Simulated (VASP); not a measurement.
OSZICAR of a VASP run on NaF:

File OSZICAR:
```
       N       E                     dE             d eps       ncg     rms          rms(c)
DAV:   1     0.606806963827E+03    0.60681E+03   -0.27876E+04   756   0.147E+03
DAV:   2     0.420900425168E+02   -0.56472E+03   -0.55181E+03   784   0.429E+02
DAV:   3    -0.362365617021E+02   -0.78327E+02   -0.78086E+02   724   0.180E+02
DAV:   4    -0.385991329530E+02   -0.23626E+01   -0.23580E+01   790   0.369E+01
DAV:   5    -0.386557910530E+02   -0.56658E-01   -0.56646E-01   758   0.532E+00    0.101E+01
DAV:   6    -0.350966636779E+02    0.35591E+01   -0.14805E+01  1008   0.246E+01    0.374E+00
DAV:   7    -0.349469106677E+02    0.14975E+00   -0.40171E-01   984   0.464E+00    0.240E+00
DAV:   8    -0.347489983633E+02    0.19791E+00   -0.20814E-01   983   0.661E+00    0.349E-01
DAV:   9    -0.346999737637E+02    0.49025E-01   -0.13874E-01   995   0.449E+00    0.363E-01
DAV:  10    -0.346869990613E+02    0.12975E-01   -0.42947E-02   954   0.339E+00    0.172E-01
DAV:  11    -0.346871371948E+02   -0.13813E-03   -0.97607E-03   894   0.918E-01    0.113E-01
DAV:  12    -0.346892981947E+02   -0.21610E-02   -0.60618E-03  1021   0.125E+00    0.115E-01
DAV:  13    -0.346891186313E+02    0.17956E-03   -0.19856E-03   967   0.562E-01    0.732E-02
DAV:  14    -0.346899297879E+02   -0.81116E-03   -0.17578E-03   799   0.363E-01    0.427E-02
DAV:  15    -0.346905301160E+02   -0.60033E-03   -0.57371E-04   748   0.233E-01    0.272E-02
DAV:  16    -0.346912478971E+02   -0.71778E-03   -0.29432E-04   630   0.181E-01    0.222E-02
DAV:  17    -0.346913843990E+02   -0.13650E-03   -0.14041E-04   611   0.145E-01    0.132E-02
DAV:  18    -0.346915072590E+02   -0.12286E-03   -0.33029E-05   600   0.792E-02    0.111E-02
DAV:  19    -0.346915204454E+02   -0.13186E-04   -0.29806E-05   561   0.543E-02    0.425E-03
DAV:  20    -0.346915463270E+02   -0.25882E-04   -0.48322E-06   485   0.259E-02    0.178E-03
DAV:  21    -0.346915995379E+02   -0.53211E-04   -0.36814E-06   465   0.154E-02    0.271E-03
DAV:  22    -0.346916076886E+02   -0.81507E-05   -0.12940E-06   499   0.146E-02
   1 F= -.34691608E+02 E0= -.34691608E+02  d E =-.346916E+02
       N       E                     dE             d eps       ncg     rms          rms(c)
DAV:   1    -0.346920265373E+02   -0.42700E-03   -0.29906E-01   671   0.358E+00    0.606E-02
DAV:   2    -0.346925975514E+02   -0.57101E-03   -0.62208E-03   733   0.536E-01    0.270E-02
DAV:   3    -0.346925722133E+02    0.25338E-04   -0.72385E-05   714   0.887E-02    0.198E-02
DAV:   4    -0.346925243320E+02    0.47881E-04   -0.42523E-05   537   0.158E-01    0.563E-03
DAV:   5    -0.346925130831E+02    0.11249E-04   -0.35184E-05   640   0.117E-01    0.455E-03
DAV:   6    -0.346925178535E+02   -0.47704E-05   -0.16283E-05   468   0.325E-02
   2 F= -.34692518E+02 E0= -.34692518E+02  d E =-.910165E-03
       N       E                     dE             d eps       ncg     rms          rms(c)
DAV:   1    -0.346909022261E+02    0.16109E-02   -0.13033E+00   672   0.746E+00    0.129E-01
DAV:   2    -0.346934090555E+02   -0.25068E-02   -0.27235E-02   694   0.112E+00    0.554E-02
DAV:   3    -0.346933112500E+02    0.97806E-04   -0.33901E-04   859   0.200E-01    0.407E-02
DAV:   4    -0.346931321031E+02    0.17915E-03   -0.18910E-04   616   0.357E-01    0.116E-02
DAV:   5    -0.346931002385E+02    0.31865E-04   -0.16012E-04   731   0.247E-01    0.973E-03
DAV:   6    -0.346931248301E+02   -0.24592E-04   -0.78839E-05   705   0.668E-02    0.539E-03
DAV:   7    -0.346931409005E+02   -0.16070E-04   -0.33349E-05   529   0.173E-01    0.539E-03
DAV:   8    -0.346931555512E+02   -0.14651E-04   -0.13332E-05   491   0.296E-02    0.265E-03
DAV:   9    -0.346931749825E+02   -0.19431E-04   -0.42588E-06   462   0.193E-02    0.175E-03
DAV:  10    -0.346931918912E+02   -0.16909E-04   -0.33354E-06   472   0.302E-02    0.978E-04
DAV:  11    -0.346932017819E+02   -0.98907E-05   -0.17867E-06   471   0.221E-02
   3 F= -.34693202E+02 E0= -.34693202E+02  d E =-.159409E-02
```

**Question.** Which electronic solver shows in the log?

**Answer.** It is blocked Davidson (ALGO = Normal, or the opening steps of other solvers). The INCAR had ALGO = Normal.

**Question.** Can the final energy be trusted as converged?

**Answer.** The calculation finished and met its thresholds. It stopped with EDIFF = 1E-5, NELM = 100, NSW = 50 and EDIFFG = -0.03 after 3 ionic steps (PBEsol GGA, plane waves, VASP's PBE PAW potentials (set 64)).

The cell is a thin slab with vacuum, built from NaF (rock salt): (100) face.
